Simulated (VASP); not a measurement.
Calculation: LDA (Ceperley-Alder, Perdew-Zunger), VASP's LDA PAW potentials (set 64) (plane waves; VASP 6.6.1). Each cell was relaxed at this level.

Which of these has an unstable (imaginary) mode at Γ?
A. AlClO, Pmmn (59)
B. CdI2, P-3m1 (164)
C. SrO, Fm-3m (225)
D. Ag3SI, Pm-3m (221)

D, Ag3SI, Pm-3m (221). Its optical Γ-point modes are 83i (×3), 57i (×3), 29 (×3), 327 (×3) cm⁻¹.
